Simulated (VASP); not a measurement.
```xyz
2
Lattice="0.0000 3.2337 3.2337 3.2337 0.0000 3.2337 3.2337 3.2337 0.0000" Properties=species:S:1:pos:R:3 pbc="T T T"
Te     3.2337     3.2337     3.2337
Pb     3.2337     3.2337     0.0000
```

These are PBE GGA with D3 dispersion (Becke-Johnson damping), VASP's PBE PAW potentials (set 64) (plane waves; VASP) values and carry that method's errors. Numerical set-up: 520 eV cut-off, 8×8×8 Γ-centred mesh, tetrahedra with Blöchl corrections, potentials Te Pb_d.

Unless said otherwise, spin-orbit coupling is left out, though it shifts the bands of the heavy elements here.

Question: Estimate the energy per atom (σ→0), band gap (on the k-mesh) with the smallest direct gap where there is one.

Answer: 
```json
{
  "band gap (on the k-mesh)": "0.74 eV",
  "smallest direct gap (on the k-mesh)": "0.74 eV",
  "energy per atom (σ→0)": "-400.7 kJ/mol-atom"
}
```

The compound is PbTe in the rock salt structure. It was relaxed first.
